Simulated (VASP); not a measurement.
Output of a VASP run:

OSZICAR:
```
       N       E                     dE             d eps       ncg     rms          rms(c)
DAV:   1     0.152929932676E+03    0.15293E+03   -0.84601E+03   720   0.960E+02
DAV:   2     0.229264408943E+01   -0.15064E+03   -0.14420E+03   760   0.276E+02
DAV:   3    -0.895113828866E+01   -0.11244E+02   -0.11172E+02   914   0.845E+01
DAV:   4    -0.923629904131E+01   -0.28516E+00   -0.28481E+00   888   0.143E+01
DAV:   5    -0.924584675841E+01   -0.95477E-02   -0.95471E-02  1022   0.262E+00    0.462E+00
DAV:   6    -0.875620678023E+01    0.48964E+00   -0.12937E+00  1126   0.754E+00    0.323E+00
DAV:   7    -0.875730221269E+01   -0.10954E-02   -0.14517E-01   832   0.180E+00    0.188E+00
DAV:   8    -0.876096760221E+01   -0.36654E-02   -0.16976E-02   820   0.132E+00    0.289E-01
DAV:   9    -0.876032209965E+01    0.64550E-03   -0.35745E-03  1058   0.503E-01    0.859E-02
DAV:  10    -0.876051240217E+01   -0.19030E-03   -0.40110E-04   790   0.110E-01    0.597E-02
DAV:  11    -0.876052374177E+01   -0.11340E-04   -0.56004E-05   974   0.757E-02    0.167E-02
DAV:  12    -0.876052461747E+01   -0.87570E-06   -0.37933E-06   892   0.195E-02
   1 F= -.87605246E+01 E0= -.87605246E+01  d E =-.202516E-12
```

OUTCAR:
```
------------------------ aborting loop because EDIFF is reached ----------------------------------------
  FORCE on cell =-STRESS in cart. coord.  units (eV):
  Direction    XX          YY          ZZ          XY          YZ          ZX
  --------------------------------------------------------------------------------------
  Total        0.5994867      0.5994867      0.5994867      0.0000000     -0.0000000      0.0000000
  in kB       18.3311954     18.3311954     18.3311954      0.0000000     -0.0000000      0.0000000
  external PRESSURE =      18.3311954 kB  Pullay stress =       0.0000000 kB
  volume of cell :       52.40
      direct lattice vectors                 reciprocal lattice vectors
     0.000000000  2.970000000  2.970000000    -0.168350168  0.168350168  0.168350168
     2.970000000  0.000000000  2.970000000     0.168350168 -0.168350168  0.168350168
     2.970000000  2.970000000  0.000000000     0.168350168  0.168350168 -0.168350168
  FREE ENERGIE OF THE ION-ELECTRON SYSTEM (eV)
  ---------------------------------------------------
  free  energy   TOTEN  =        -8.7605246175 eV

  energy  without entropy=       -8.7605246175  energy(sigma->0) =       -8.76052462
```
(Selected blocks of OUTCAR.)

### POSCAR
```
PbS
1
    0.0000000000     2.9700000000     2.9700000000
    2.9700000000     0.0000000000     2.9700000000
    2.9700000000     2.9700000000     0.0000000000
Pb S
1 1
Direct
  0.0000000000   0.0000000000   0.0000000000
  0.5000000000   0.5000000000   0.5000000000
```

**Question.** Reconstruct the remaining input files.

**Answer.** This is not unique; one that fits is the input of the run itself, PBE GGA, plane waves, VASP's PBE PAW potentials (set 64).

### KPOINTS
```
Automatic
0
gamma
 7 7 7
```

**INCAR**
```
ALGO=Normal
EDIFF=1E-6
ENCUT=400
GGA=PE
ISIF=2
ISMEAR=0
LASPH=.TRUE.
LCHARG=.FALSE.
LMAXMIX=4
LREAL=.FALSE.
LWAVE=.FALSE.
NBANDS=18
NELM=100
PREC=Accurate
SIGMA=0.05
SYSTEM=PbS
```

POTCAR, in this order: Pb_d S (PBE.64 set). Program: vasp_std.

The compound is PbS in the rock salt structure. The cell was not relaxed at this level. The run is one of a series of settings (NBANDS = 18 against the base run), some of them coarse on purpose.
